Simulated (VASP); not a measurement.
Given:

```yaml
crystal:
  lattice:
    - [1.72460, -2.98710, 0.00000]
    - [1.72460, 2.98710, 0.00000]
    - [0.00000, 0.00000, 13.65926]
  atoms:
    - { symbol: Mo, position: [0.33333, 0.66667, 0.25000] }
    - { symbol: Mo, position: [0.66667, 0.33333, 0.75000] }
    - { symbol: Se, position: [0.33333, 0.66667, 0.87418] }
    - { symbol: Se, position: [0.66667, 0.33333, 0.37418] }
    - { symbol: Se, position: [0.66667, 0.33333, 0.12582] }
    - { symbol: Se, position: [0.33333, 0.66667, 0.62582] }
```

These are vdW-DF2, VASP's PBE PAW potentials (set 64) (plane waves; VASP) values and carry that method's errors. Settings: 520 eV cut-off, 8×8×2 Γ-centred mesh, tetrahedra with Blöchl corrections, potentials Mo_sv Se.

The cores are frozen, which limits the accuracy of field gradients.

Question: Give the principal components of the electric field gradient (V/Å²) and the asymmetry η at each nucleus.

Answer: 
```
atom   Vxx   Vyy    Vzz     η
----  ----  ----  -----  ----
Mo1   37.2  37.2  -74.4  0.00
Mo2   37.2  37.2  -74.4  0.00
Se3   40.7  40.7  -81.5  0.00
Se4   40.7  40.7  -81.5  0.00
Se5   40.7  40.7  -81.5  0.00
Se6   40.7  40.7  -81.5  0.00
```

The compound is MoSe2 in the 2H layered structure. It was relaxed first, which changed the volume by +16 %.
